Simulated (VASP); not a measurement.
Level of theory: r2SCAN meta-GGA, VASP's PBE PAW potentials (set 64) (plane waves; VASP).

Input for VASP

**POSCAR**
```
Sn2PbSe3
1
    4.2179363404     0.0000000000    -0.0000000000
   -2.1089681702     3.6528401497     0.0000000000
    0.0000000000     0.0000000000    10.3464791314
Sn Pb Se
2 1 3
Direct
  0.3333330000   0.6666670000   0.6638576333
  0.6666670000   0.3333330000   0.3361423667
  0.0000000000   0.0000000000   0.0000000000
  0.3333330000   0.6666670000   0.1737121878
  0.6666670000   0.3333330000   0.8262878122
  0.0000000000   0.0000000000   0.5000000000
```

KPOINTS:
```
K-points
0
Gamma
6 6 2
```

**INCAR**
```
SYSTEM = Sn2PbSe3
PREC = Accurate
ENCUT = 400
EDIFF = 1E-6
NELM = 100
ALGO = Normal
LREAL = .FALSE.
LASPH = .TRUE.
ISMEAR = 0
SIGMA = 0.05
METAGGA = R2SCAN
LMIXTAU = .TRUE.
LMAXMIX = 4
LWAVE = .FALSE.
LCHARG = .FALSE.
IBRION = 2
ISIF = 3
NSW = 60
EDIFFG = -0.02
```

POTCAR, in this order: Sn_d Pb_d Se (PBE.64 set). Program: vasp_std.

What VASP printed:

OSZICAR:
```
       N       E                     dE             d eps       ncg     rms          rms(c)
DAV:   1     0.463704584062E+03    0.46370E+03   -0.24954E+04  1016   0.175E+03
DAV:   2    -0.694484140897E+02   -0.53315E+03   -0.52257E+03  1016   0.491E+02
DAV:   3    -0.157580632151E+03   -0.88132E+02   -0.85756E+02  1252   0.196E+02
DAV:   4    -0.162918563458E+03   -0.53379E+01   -0.52802E+01  1184   0.493E+01
DAV:   5    -0.163150079367E+03   -0.23152E+00   -0.23094E+00  1568   0.102E+01    0.632E+00
DAV:   6    -0.158090210015E+03    0.50599E+01   -0.40669E+00  1328   0.231E+01    0.440E+00
DAV:   7    -0.151265190121E+03    0.68250E+01   -0.12593E+00  1080   0.746E+00    0.183E+00
DAV:   8    -0.151717068817E+03   -0.45188E+00   -0.12615E+00  1084   0.706E+00    0.667E-01
DAV:   9    -0.151333554054E+03    0.38351E+00   -0.14494E-01  1112   0.317E+00    0.492E-01
DAV:  10    -0.151382913688E+03   -0.49360E-01   -0.81744E-02  1088   0.159E+00    0.202E-01
DAV:  11    -0.151526995557E+03   -0.14408E+00   -0.37746E-01  1092   0.377E+00    0.319E-01
DAV:  12    -0.151471344717E+03    0.55651E-01   -0.26113E-02  1284   0.955E-01    0.328E-01
DAV:  13    -0.151583548339E+03   -0.11220E+00   -0.89843E-02  1108   0.173E+00    0.107E-01
DAV:  14    -0.151563059585E+03    0.20489E-01   -0.17627E-02  1084   0.735E-01    0.923E-02
DAV:  15    -0.151590626023E+03   -0.27566E-01   -0.22184E-02  1104   0.857E-01    0.151E-01
DAV:  16    -0.151590016631E+03    0.60939E-03   -0.17172E-03  1196   0.289E-01    0.120E-01
DAV:  17    -0.151589645391E+03    0.37124E-03   -0.24365E-04  1288   0.747E-02    0.876E-02
DAV:  18    -0.151589609163E+03    0.36228E-04   -0.32679E-04  1212   0.819E-02    0.488E-02
DAV:  19    -0.151590126276E+03   -0.51711E-03   -0.65159E-04  1180   0.131E-01    0.170E-02
DAV:  20    -0.151590110605E+03    0.15671E-04   -0.87479E-05  1048   0.441E-02    0.219E-02
DAV:  21    -0.151590119324E+03   -0.87191E-05   -0.37065E-06  1012   0.168E-02    0.182E-02
DAV:  22    -0.151590092956E+03    0.26368E-04   -0.93719E-06   988   0.200E-02    0.992E-03
DAV:  23    -0.151590136257E+03   -0.43300E-04   -0.10132E-05   996   0.208E-02    0.244E-03
DAV:  24    -0.151590133958E+03    0.22988E-05   -0.13106E-06   700   0.829E-03    0.186E-03
DAV:  25    -0.151590137443E+03   -0.34853E-05   -0.19095E-07   636   0.373E-03    0.182E-03
DAV:  26    -0.151590138248E+03   -0.80441E-06   -0.44867E-07   624   0.503E-03
   1 F= -.15159014E+03 E0= -.15159014E+03  d E =-.151590E+03
       N       E                     dE             d eps       ncg     rms          rms(c)
DAV:   1    -0.153598336452E+03   -0.20082E+01   -0.59925E+01  1352   0.966E+01    0.788E+00
DAV:   2    -0.151911779514E+03    0.16866E+01   -0.30309E+00  1196   0.206E+01    0.342E+00
DAV:   3    -0.151589396499E+03    0.32238E+00   -0.17235E+00  1236   0.132E+01    0.849E-01
DAV:   4    -0.151622492980E+03   -0.33096E-01   -0.19608E-01  1020   0.270E+00    0.406E-01
DAV:   5    -0.151639816786E+03   -0.17324E-01   -0.28131E-02  1048   0.102E+00    0.251E-01
DAV:   6    -0.151640578515E+03   -0.76173E-03   -0.74378E-03  1140   0.492E-01    0.873E-02
DAV:   7    -0.151641127557E+03   -0.54904E-03   -0.11778E-03  1112   0.229E-01    0.498E-02
DAV:   8    -0.151641228025E+03   -0.10047E-03   -0.26734E-04  1104   0.129E-01    0.114E-02
DAV:   9    -0.151641364573E+03   -0.13655E-03   -0.10910E-04  1188   0.915E-02    0.619E-03
DAV:  10    -0.151641396629E+03   -0.32057E-04   -0.20176E-05  1064   0.402E-02    0.323E-03
DAV:  11    -0.151641400541E+03   -0.39122E-05   -0.45245E-06   892   0.200E-02    0.182E-03
DAV:  12    -0.151641393040E+03    0.75016E-05   -0.36272E-06   864   0.184E-02    0.818E-04
DAV:  13    -0.151641397213E+03   -0.41733E-05   -0.41573E-07   628   0.687E-03    0.529E-04
DAV:  14    -0.151641395536E+03    0.16770E-05   -0.77073E-08   592   0.341E-03    0.371E-04
DAV:  15    -0.151641396232E+03   -0.69618E-06   -0.42773E-08   596   0.238E-03
   2 F= -.15164140E+03 E0= -.15164008E+03  d E =-.512580E-01
       N       E                     dE             d eps       ncg     rms          rms(c)
DAV:   1    -0.151818596071E+03   -0.17720E+00   -0.46678E+00  1320   0.244E+01    0.235E+00
DAV:   2    -0.151663958335E+03    0.15464E+00   -0.27660E-01  1200   0.627E+00    0.986E-01
DAV:   3    -0.151648356802E+03    0.15602E-01   -0.12667E-01  1260   0.369E+00    0.238E-01
DAV:   4    -0.151647749475E+03    0.60733E-03   -0.14293E-02  1024   0.742E-01    0.121E-01
DAV:   5    -0.151650199008E+03   -0.24495E-02   -0.33261E-03  1032   0.352E-01    0.662E-02
DAV:   6    -0.151650469893E+03   -0.27088E-03   -0.84223E-04  1096   0.173E-01    0.260E-02
DAV:   7    -0.151650443091E+03    0.26802E-04   -0.16943E-04  1112   0.829E-02    0.104E-02
DAV:   8    -0.151650514387E+03   -0.71296E-04   -0.34454E-05  1008   0.430E-02    0.218E-03
DAV:   9    -0.151650482707E+03    0.31680E-04   -0.11936E-05   972   0.304E-02    0.170E-03
DAV:  10    -0.151650506687E+03   -0.23980E-04   -0.21301E-06   864   0.127E-02    0.687E-04
DAV:  11    -0.151650501566E+03    0.51209E-05   -0.27011E-07   632   0.555E-03    0.464E-04
DAV:  12    -0.151650508855E+03   -0.72890E-05   -0.22308E-07   608   0.521E-03    0.232E-04
DAV:  13    -0.151650507482E+03    0.13723E-05   -0.53935E-08   592   0.281E-03    0.124E-04
DAV:  14    -0.151650509096E+03   -0.16139E-05   -0.30026E-08   588   0.199E-03    0.800E-05
DAV:  15    -0.151650508945E+03    0.15162E-06   -0.10671E-08   576   0.121E-03
   3 F= -.15165051E+03 E0= -.15165009E+03  d E =-.603707E-01
       N       E                     dE             d eps       ncg     rms          rms(c)
DAV:   1    -0.151650892337E+03   -0.38324E-03   -0.11341E-02  1336   0.123E+00    0.114E-01
DAV:   2    -0.151650533421E+03    0.35892E-03   -0.64318E-04  1196   0.302E-01    0.481E-02
DAV:   3    -0.151650483205E+03    0.50216E-04   -0.30429E-04  1272   0.182E-01    0.117E-02
DAV:   4    -0.151650490204E+03   -0.69987E-05   -0.38525E-05  1052   0.384E-02    0.561E-03
DAV:   5    -0.151650494258E+03   -0.40540E-05   -0.91992E-06   940   0.186E-02    0.315E-03
DAV:   6    -0.151650498319E+03   -0.40608E-05   -0.16841E-06   772   0.781E-03    0.120E-03
DAV:   7    -0.151650495780E+03    0.25382E-05   -0.41941E-07   592   0.435E-03    0.421E-04
DAV:   8    -0.151650497799E+03   -0.20190E-05   -0.10348E-07   556   0.278E-03    0.110E-04
DAV:   9    -0.151650496423E+03    0.13768E-05   -0.40482E-08   564   0.193E-03    0.903E-05
DAV:  10    -0.151650497025E+03   -0.60274E-06   -0.15464E-08   564   0.107E-03
   4 F= -.15165050E+03 E0= -.15165012E+03  d E =-.603588E-01
       N       E                     dE             d eps       ncg     rms          rms(c)
DAV:   1    -0.151650501361E+03   -0.49388E-05   -0.11746E-02  1156   0.484E-01    0.351E-02
DAV:   2    -0.151650548679E+03   -0.47317E-04   -0.46353E-04  1396   0.165E-01    0.165E-02
DAV:   3    -0.151650551329E+03   -0.26498E-05   -0.22390E-05  1500   0.353E-02    0.106E-02
DAV:   4    -0.151650549452E+03    0.18766E-05   -0.61549E-06  1124   0.235E-02    0.428E-03
DAV:   5    -0.151650551388E+03   -0.19355E-05   -0.48634E-06  1044   0.157E-02    0.115E-03
DAV:   6    -0.151650552114E+03   -0.72672E-06   -0.47106E-07   584   0.592E-03
   5 F= -.15165055E+03 E0= -.15165017E+03  d E =-.550889E-04
```

**OUTCAR**
```
------------------------ aborting loop because EDIFF is reached ----------------------------------------
  FORCE on cell =-STRESS in cart. coord.  units (eV):
  Direction    XX          YY          ZZ          XY          YZ          ZX
  --------------------------------------------------------------------------------------
  Total        0.0236930      0.0236930      0.0585635      0.0000000     -0.0000000      0.0000000
  in kB        0.2276558      0.2276558      0.5627103      0.0000000     -0.0000000      0.0000000
  external PRESSURE =       0.3393406 kB  Pullay stress =       0.0000000 kB
  volume of cell :      166.74
      direct lattice vectors                 reciprocal lattice vectors
     4.280314248 -0.000000000  0.000000000     0.233627706  0.134885014 -0.000000000
    -2.140157124  3.706861008 -0.000000000     0.000000000  0.269770029 -0.000000000
    -0.000000000  0.000000000 10.509220884    -0.000000000  0.000000000  0.095154532
 POSITION                                       TOTAL-FORCE (eV/Angst)
 -----------------------------------------------------------------------------------
     -0.00000      2.47124      6.97439        -0.000000     -0.000000     -0.016319
      2.14016      1.23562      3.53483        -0.000000      0.000000      0.016319
      2.14016      3.70686     -0.00000         0.000000     -0.000000      0.000000
     -0.00000      2.47124      1.82689         0.000000      0.000000      0.007709
      2.14016      1.23562      8.68233         0.000000     -0.000000     -0.007709
      2.14016      3.70686      5.25461         0.000000     -0.000000      0.000000
 -----------------------------------------------------------------------------------
    total drift:                               -0.000000      0.000000      0.000000
  FREE ENERGIE OF THE ION-ELECTRON SYSTEM (eV)
  ---------------------------------------------------
  free  energy   TOTEN  =      -151.6505521143 eV

  energy  without entropy=     -151.6497976165  energy(sigma->0) =     -151.65017487

 reached required accuracy - stopping structural energy minimisation
```
(Selected blocks of OUTCAR.)

### CONTCAR
```
Sn2PbSe3
   1.00000000000000
     4.2803142479247249   -0.0000000000000000    0.0000000000000000
    -2.1401571239623625    3.7068610079030027   -0.0000000000000000
    -0.0000000000000000    0.0000000000000000   10.5092208843719863
  Sn              Pb              Se
     2     1     3
Direct
     0.3333330000000032    0.6666669999999968    0.6636444324594855
     0.6666669999999968    0.3333330000000032    0.3363555675405144
     1.0000000000000000    1.0000000000000000    0.0000000000000000
     0.3333330000000032    0.6666669999999968    0.1738371263714087
     0.6666669999999968    0.3333330000000032    0.8261628736285913
     1.0000000000000000    1.0000000000000000    0.5000000000000000
```

Energy and stress use the plane-wave basis of the starting cell.

The structure comes from a computed database's Sn2PbSe3 entry (P-3m1); how it stands against other phases isn't given here. This run relaxes it. Symmetry was kept, so distortions that lower it aren't found. The start is the result of an earlier pass.
